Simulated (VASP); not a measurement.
Input:

```xyz
2
Lattice="0.0000 2.7324 2.7324 2.7324 0.0000 2.7324 2.7324 2.7324 0.0000" Properties=species:S:1:pos:R:3 pbc="T T T"
Fe     0.0000     0.0000     0.0000
Al     2.7324     2.7324     2.7324
```
Starting moments (μB, in the order of the record's atoms Fe Al): 4.0 0.0.

Level of theory: PBEsol GGA, VASP's PBE PAW potentials (set 64) (plane waves; VASP). Run with 400 eV cut-off, 10×10×10 Γ-centred mesh, first-order Methfessel-Paxton smearing of 0.10 eV, potentials Fe Al.

Energy and stress use the plane-wave basis of the starting cell.

Task: The ions, cell shape and volume are relaxed. What does this cell relax into?

Result: 
```xyz
2
Lattice="0.0000 2.4204 2.4204 2.4204 0.0000 2.4204 2.4204 2.4204 0.0000" Properties=species:S:1:pos:R:3 pbc="T T T"
Fe     2.4204     2.4204     0.0000
Al     2.4204     2.4204     2.4204
```
Space group Fm-3m (225), at a tolerance of 0.03 Å. The cell ends with 1.93 μB, on the sites 2.00 -0.04 μB.

Task: How do energy and volume change from the first to the last step?

Result: The energy (σ→0) changes by -447.4 meV/atom and the volume by -30.5 %, in 15 ionic steps.

The structure was generated: FeAl was put into the rock salt type (Fm-3m), which need not be its known phase. This run relaxes it. Symmetry was kept, so distortions that lower it aren't found.
